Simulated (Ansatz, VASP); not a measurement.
# TaInGe (TaInGe in the AlB2 type) in two plane-wave programs, part 2 of 2

One calculation is typed for both programs; each brings its own data sets. How far apart do they land? The cell is generated by rule, not measured, and may not be a known phase. The cell is taken from a series of runs on this material, whose earlier steps may have relaxed, scaled, displaced or heated it; both programs get it as it stands.

VASP 6.6.1 and Ansatz 0.2.0.

So far: The starting structure; VASP: relaxation of cell and atoms, PBE, pair 1; Ansatz: relaxation of cell and atoms, PBE, pair 1; Differences.

### Step 5. VASP: relaxation of cell and atoms, PBE, pair 2

Level of this step: PBE; plane waves and PAW (Ta_pv, Ge_d, In_d); invented cell (VASP).

The relaxed volume is the usual yardstick between codes: in a stiff, nearly cubic crystal its relative difference is about their pressure difference at one cell divided by the bulk modulus.

Input file INCAR:

```
SYSTEM = TaInGe
PREC = Accurate
ENCUT = 500
EDIFF = 1E-07
NELM = 120
ISMEAR = 0
SIGMA = 0.1
LREAL = .FALSE.
ALGO = Normal
GGA = PE
NBANDS = 25
LASPH = .TRUE.
LORBIT = 11
LWAVE = .FALSE.
LCHARG = .FALSE.
ISIF = 3
IBRION = 2
NSW = 80
EDIFFG = -0.005
GGA_COMPAT = .FALSE.
NELMIN = 4
KPAR = 2
```

Input file POSCAR:

```
TaInGe
1.0
    4.8953810000      0.0000030000      0.0000000000
   -2.4476930000      4.2395220000      0.0000000000
    0.0000000000      0.0000000000      2.7900430000
Ta Ge In
1 1 1
Direct
    0.0000000000      0.0000000000      0.0000000000
    0.3333333333      0.6666666667      0.5000000000
    0.6666666667      0.3333333333      0.5000000000
```

Input file KPOINTS:

```
Automatic mesh
0
Gamma
9 9 10
0 0 0
```

The projector-augmented-wave data sets are Ta_pv, Ge_d and In_d (PBE family, release 64).

Command:

```console
> mpirun -np 2 vasp_std
```

Numbers of over 12 decimals in the logs are rounded to 6 here.

The log of the run:

```text
[... set-up lines as in an earlier step ...]
 entering main loop
       N       E                     dE             d eps       ncg     rms          rms(c)
DAV:   1     0.316784220274E+03    0.31678E+03   -0.19355E+04  4036   0.309E+03
DAV:   2     0.178537092057E+02   -0.29893E+03   -0.29354E+03  3640   0.592E+02
DAV:   3    -0.172741422240E+02   -0.35128E+02   -0.34659E+02  4499   0.163E+02
DAV:   4    -0.184739508961E+02   -0.11998E+01   -0.11967E+01  4246   0.326E+01
[...]
DAV:  12    -0.177305954643E+02   -0.90697E-06   -0.46989E-06  4893   0.139E-02    0.202E-02
DAV:  13    -0.177305945312E+02    0.93314E-06   -0.16861E-06  4322   0.758E-03    0.553E-03
DAV:  14    -0.177305944804E+02    0.50773E-07   -0.55578E-07  4360   0.822E-03
   1 F= -.17730594E+02 E0= -.17727429E+02  d E =-.177306E+02
[...]
2 F= -.17732326E+02 E0= -.17729033E+02  d E =-.173173E-02
[...]
3 F= -.17732772E+02 E0= -.17729529E+02  d E =-.217796E-02
[...]
4 F= -.17732840E+02 E0= -.17729617E+02  d E =-.680326E-04
[...]
5 F= -.17732884E+02 E0= -.17729653E+02  d E =-.111722E-03
[...]
reached required accuracy - stopping structural energy minimisation
```

OUTCAR, selected parts (step 5):

```text
  Total        0.0021919      0.0021919      0.0015073      0.0000000      0.0000000      0.0000000
  in kB        0.0606261      0.0606260      0.0416916      0.0000000      0.0000000      0.0000000
  external PRESSURE =       0.0543146 kB  Pullay stress =       0.0000000 kB

 POSITION                                       TOTAL-FORCE (eV/Angst)
 -----------------------------------------------------------------------------------
     -0.00000      0.00000      2.77348        -0.000000      0.000000      0.000000
     -0.00000      2.83528      1.38674         0.000000     -0.000000      0.000000
      2.45542      1.41764      1.38674         0.000000      0.000000      0.000000
 -----------------------------------------------------------------------------------
    total drift:                               -0.000001     -0.000002     -0.000000

  FREE ENERGIE OF THE ION-ELECTRON SYSTEM (eV)
  ---------------------------------------------------
  free  energy   TOTEN  =       -17.7328841626 eV

  energy  without entropy=      -17.7264227674  energy(sigma->0) =      -17.72965347

[... 1 part as in an earlier step ...]

[... 3 further parts left out ...]
[key lines of the parts left out:]
E-fermi :   7.8516
```

### Step 6. Ansatz: relaxation of cell and atoms, PBE, pair 2

The same cell, functional, mesh and smearing now go to Ansatz, which takes its cutoff from its data sets.

The cell is taken from a series of runs on this material, whose earlier steps may have relaxed, scaled, displaced or heated it; both programs get it as it stands.

Input file input.yaml:

```yaml
crystal:
  lattice:
    - [4.8953805529, 3.3737e-06, 0.0]
    - [-2.4476931982, 4.2395222332, 0.0]
    - [0.0, 0.0, 2.7900429102]
  atoms:
    - { symbol: Ta, position: [0.0, 0.0, 0.0] }
    - { symbol: Ge, position: [0.3333333333, 0.6666666667, 0.5] }
    - { symbol: In, position: [0.6666666667, 0.3333333333, 0.5] }
kpoints:
  mp_grid: { grid: [9, 9, 10] }
hamiltonian:
  xc: pbe
  pseudopotentials: { kind: paw, azcp: { folder: soft_1 } }
scf:
  occupations: { method: gaussian, width: 0.1 }
output:
  forces: true
  stress: true
  eigenvalues: true
relax:
  adjacent_minimum: "off"
  f_tol: 0.005
  max_steps: 80
  cell: { stress_tol: 0.05 }
```

Command:

```console
> ansatz run input.yaml --threads 4 --pin off --max-ram 12288MiB --backend cpu --events-out ev --progress --plain --runs-dir out
```

The log of the run:

```text
[...]
Crystal: 3 atoms, lattice volume = 57.905 Å³
Basis set: ecut = 420 eV, 1143 PW (Γ), exchange–correlation on 72×72×40 points (8 copies of the dense FFT grid, shifted against one another)
Bands: 24, of which v1, the nominal top of the filled ones, is band 20 counted from 1 (19 counted from 0)
Symmetry: 12 space group operations
[...]
k-points: 72 of 810 (time reversal used)
[...]
--- Relaxed structure (5 steps of the walk, 5 accepted, 1 SCFs on fresh bases) ---
[...]
cell:  # Å, volume = 57.9176 Å³
    - [4.910820, 3.3843632278363716e-6, 0.0]
    - [-2.455413, 4.252893, 0.0]
    - [0.0, 0.0, 2.773141]
  atoms:
    - { symbol: Ta, position: [0, 0, 0.0] }
    - { symbol: Ge, position: [0.333333, 0.666667, 0.500000] }
    - { symbol: In, position: [0.666667, 0.333333, 0.500000] }
[key lines of the parts left out:]
SCF converged after 5 iterations
Free energy (F): -19824.986437 eV
Fermi energy:    14.559266 eV
P = ⅓ Tr σ = -0.0001 GPa (-0.001 kbar)
```

### Step 7. Side by side

What differs besides the data sets and the points named for the pairs above, as far as they apply: the data sets hold 40 valence electrons in Ansatz (on its PAW soft_1 files) and 38 in VASP. Total energies have different zeros and are not compared.

The two programs side by side:

| quantity | Ansatz | VASP | difference |
| --- | --- | --- | --- |
| volume (Å³) | 57.92 | 57.93 | -0.01 % |
| edge a after relaxation, in the typed setting (Å) | 4.911 | 4.911 | +0.00 % |
| edge c after relaxation, in the typed setting (Å) | 2.773 | 2.773 | -0.01 % |

### Step 8. Ansatz: zone-centre phonons, PBE

Second derivatives magnify differences that forces hide, and they need a tight electronic threshold.

The cell is taken from a series of runs on this material, whose earlier steps may have relaxed, scaled, displaced or heated it; both programs get it as it stands.

Input file input.yaml:

```yaml
crystal:
  lattice:
    - [4.8968546896, 3.3748e-06, 0.0]
    - [-2.4484302674, 4.2407988725, 0.0]
    - [0.0, 0.0, 2.7875803772]
  atoms:
    - { symbol: Ta, position: [0.0, 0.0, 0.0] }
    - { symbol: Ge, position: [0.3333333333, 0.6666666667, 0.5] }
    - { symbol: In, position: [0.6666666667, 0.3333333333, 0.5] }
kpoints:
  mp_grid: { grid: [4, 4, 6] }
hamiltonian:
  xc: pbe
  pseudopotentials: { kind: paw, azcp: { folder: soft_1 } }
scf:
  occupations: { method: methfessel_paxton, width: 0.2 }
output:
  eigenvalues: true
phonons:
  method: dfpt
  qmesh: [2, 2, 2]
  temperatures: { t_max: 1000, t_step: 50 }
  qpath:
    path:
      - [[0.0, 0.0, 0.0], [0.5, 0.0, 0.0], [0.33333333, 0.33333333, 0.0], [0.0, 0.0, 0.0], [0.0, 0.0, 0.5], [0.5, 0.0, 0.5], [0.33333333, 0.33333333, 0.5], [0.0, 0.0, 0.5]]
      - [[0.5, 0.0, 0.5], [0.5, 0.0, 0.0]]
      - [[0.33333333, 0.33333333, 0.5], [0.33333333, 0.33333333, 0.0]]
    npoints: 10
```

The log of the run:

```text
[...]
largest difference from the sums on the solved wave vectors: F 1.42e-1 eV, S 2.04e-4 and C_V 6.20e-5 eV/K
  zero-point energy: 0.061732 eV/cell   skipped modes (ω ≤ 0): 21, of them read as no rigid motion or as one in doubt: 18 (3.036e-2 modes/cell left out, lowest -15.20 cm⁻¹)   left out of the sums: 3.43e-3 of the cell's modes: C_V's classical limit lies that fraction below 3 k_B per atom; for a crystal, a wire or a layer, F and S can be off by more, and a phonons.interpolated_qmesh denser along its periods is the remedy for the sampling
[key lines of the parts left out:]
SCF converged after 10 iterations
Free energy (F): -19825.030044 eV
Fermi energy:    14.490505 eV
```

### Step 9. VASP: zone-centre phonons, PBE

The same cell, functional, mesh and smearing now go to VASP, with its own data sets.

Input file INCAR:

```
SYSTEM = TaInGe
PREC = Accurate
ENCUT = 500
EDIFF = 1E-08
NELM = 120
ISMEAR = 1
SIGMA = 0.2
LREAL = .FALSE.
ALGO = Normal
GGA = PE
NBANDS = 25
LASPH = .TRUE.
LORBIT = 11
LWAVE = .FALSE.
LCHARG = .FALSE.
ISIF = 2
IBRION = 8
GGA_COMPAT = .FALSE.
KPAR = 2
```

Input file POSCAR:

```
TaInGe
1.0
    4.8968546896      0.0000033748      0.0000000000
   -2.4484302674      4.2407988725      0.0000000000
    0.0000000000      0.0000000000      2.7875803772
Ta Ge In
1 1 1
Direct
    0.0000000000      0.0000000000      0.0000000000
    0.3333333333      0.6666666667      0.5000000000
    0.6666666667      0.3333333333      0.5000000000
```

Input file KPOINTS:

```
Automatic mesh
0
Gamma
4 4 6
0 0 0
```

Command:

```console
> mpirun -np 2 vasp_std
```

The log of the run:

```text
[... set-up lines as in an earlier step ...]
 entering main loop
       N       E                     dE             d eps       ncg     rms          rms(c)
DAV:   1     0.312592441781E+03    0.31259E+03   -0.19122E+04   904   0.311E+03
DAV:   2     0.166952352198E+02   -0.29590E+03   -0.29027E+03   832   0.582E+02
DAV:   3    -0.172563160508E+02   -0.33952E+02   -0.33518E+02   955   0.160E+02
DAV:   4    -0.185047812346E+02   -0.12485E+01   -0.12444E+01   900   0.326E+01
[...]
DAV:  14    -0.177763814707E+02    0.16278E-05   -0.58324E-06   978   0.114E-02    0.199E-02
DAV:  15    -0.177763814707E+02   -0.79126E-10   -0.27764E-07   875   0.401E-03    0.131E-02
DAV:  16    -0.177763814680E+02    0.27239E-08   -0.64781E-08   902   0.198E-03
   1 F= -.17776381E+02 E0= -.17777071E+02  d E =0.206863E-02
 Linear response reoptimize wavefunctions to high precision
DAV:   1    -0.177763814746E+02   -0.65802E-08   -0.47715E-08  1028   0.140E-03
DAV:   2    -0.177763814749E+02   -0.27103E-09   -0.16486E-09   526   0.304E-04
[...]
RMM:  17    -0.242873625629E+00   -0.16761E-07    0.33888E-09  4305   0.710E-05    0.965E-05
RMM:  18    -0.242873586399E+00    0.39230E-07   -0.88022E-09  4388   0.613E-05    0.520E-05
RMM:  19    -0.242873577030E+00    0.93689E-08   -0.10956E-08  4261   0.531E-05    0.480E-05
 first order change of Fermi-energy   0.40632E-04
 force on displaced ion       3 direction 1 :  -6.868  -0.002   0.000
 Linear response progress:
  Degree of freedom:   6/  6
       N       E                     dE             d eps       ncg     rms          rms(c)
RMM:   1    -0.219503605141E+00   -0.21950E+00   -0.67950E-02  1180   0.361E+00
RMM:   2    -0.223250212034E+00   -0.37466E-02   -0.22765E-02  1753   0.847E-01    0.481E-02
RMM:   3    -0.223143319746E+00    0.10689E-03   -0.13068E-03  1828   0.221E-01    0.273E-02
RMM:   4    -0.222935928733E+00    0.20739E-03   -0.12800E-04  1856   0.687E-02    0.128E-02
[...]
RMM:  16    -0.222803341346E+00   -0.56756E-07    0.17101E-08  1968   0.684E-05    0.358E-05
RMM:  17    -0.222803361671E+00   -0.20325E-07    0.15863E-08  1675   0.570E-05    0.178E-06
RMM:  18    -0.222803369693E+00   -0.80217E-08    0.12837E-08  1514   0.504E-05    0.669E-06
 first order change of Fermi-energy   0.59241E-04
 force on displaced ion       3 direction 3 :  -0.000   0.000  -1.277
 Linear response finished
```

OUTCAR, selected parts (step 9):

```text
  Total        0.5581247      0.5581247     -1.1641797      0.0000000      0.0000000      0.0000000
  in kB       15.4471845     15.4471845    -32.2209352      0.0000000      0.0000000      0.0000000
  external PRESSURE =      -0.4421887 kB  Pullay stress =       0.0000000 kB

 POSITION                                       TOTAL-FORCE (eV/Angst)
 -----------------------------------------------------------------------------------
      0.00000      0.00000      0.00000        -0.000000      0.000000      0.000000
     -0.00000      2.82720      1.39379         0.000000     -0.000000      0.000000
      2.44843      1.41360      1.39379        -0.000000      0.000000      0.000000
 -----------------------------------------------------------------------------------
    total drift:                               -0.000000      0.000000     -0.000000

[... 2 further parts left out ...]
```

### Step 10. Comparison

What differs besides the data sets and the points named for the pairs above, as far as they apply: VASP's run holds the zone centre alone; the data sets hold 40 valence electrons in Ansatz (on its PAW soft_1 files) and 38 in VASP. Total energies have different zeros and are not compared.

Compared:

| quantity | Ansatz | VASP | difference |
| --- | --- | --- | --- |
| optical mode 1 (cm⁻¹) | 25.1 | 28.9 | -3.8 |
| optical mode 2 (cm⁻¹) | 75.5 | 75.3 | +0.25 % |
| optical mode 3 to 4 (cm⁻¹) | 82.4 | 82.5 | -0.07 % |
| optical mode 5 to 6 (cm⁻¹) | 169.5 | 169.3 | +0.09 % |

Modes are paired by rising frequency, not by their patterns, so a pair may set unlike modes beside each other; they are those without the splitting of longitudinal modes.

### Step 11. Summary of results

```
difference in volume (relaxation of cell and atoms, PBE, pair 1)                                                  : -0.017 %
difference in edge c after relaxation, in the typed setting (relaxation of cell and atoms, PBE, pair 2)           : -0.014 %
r.m.s. difference of the optical zone-centre modes, each program's sorted by frequency (zone-centre phonons, PBE) : 1.6 cm⁻¹
```

**Reading.** The difference in volume is -0.017 % (relaxation of cell and atoms, PBE, pair 1), within the 1.2 % picked in this series as the mark of a large difference, as far as the stopping tolerances let one tell. The data sets hold unlike numbers of valence electrons (40 in Ansatz and 38 in VASP), so part of the differences comes from the potentials. 1 further run of this series is not shown here. How closely two codes agree says nothing of how well the functional describes the real material.

[Lines on the potential files, build, host, timing and source positions are cut from VASP's logs without a mark.]

[Logs are printed without paths, hosts, clocks, repeated set-up lines and the standing remarks that a program may print on its own settings, such as how far it seeks lower states.]

[Hosts, paths, dates, database ids (printed as entryN), source tags and the programs' standing remarks are cut or masked in the printed files.]
